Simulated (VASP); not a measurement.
VAl (relaxed from the NiAs type structure, space group P6_3/mmc): computed properties

These are PBEsol GGA, VASP's PBE PAW potentials (set 64) (plane waves; VASP 6.6.1) values and carry that method's errors.

| Quantity | Result |
|---|---|
| space group | P6_3/mmc (194) |
| cell | a = b = 2.7303 Å, c = 8.7338 Å, α = β = 90.00°, γ = 120.00° |
| volume per atom | 14.10 Å³/atom |
| band gap (over mesh and band path) | none (metal, semimetal or under 0.01 eV) |
| cell moment | 0.00 μB |
| density | 4.59 g/cm³ |

```cif
data_Al2V2
_chemical_formula_sum 'V2 Al2'
_space_group_name_H-M_alt 'P 1'
_space_group_IT_number 1
_cell_length_a 2.73028
_cell_length_b 2.73028
_cell_length_c 8.73383
_cell_angle_alpha 90.000
_cell_angle_beta 90.000
_cell_angle_gamma 120.000
loop_
_space_group_symop_operation_xyz
  'x, y, z'
loop_
_atom_site_label
_atom_site_type_symbol
_atom_site_fract_x
_atom_site_fract_y
_atom_site_fract_z
_atom_site_occupancy
V1 V 0.00000 0.00000 0.00000 1
V2 V 0.00000 0.00000 0.50000 1
Al1 Al 0.33333 0.66667 0.25000 1
Al2 Al 0.66667 0.33333 0.75000 1
```

The structure was generated: VAl was put into the NiAs type type (P6_3/mmc), which need not be its known phase. It was relaxed first, which changed the volume by -44 %. Symmetry was kept, so distortions that lower it aren't found.
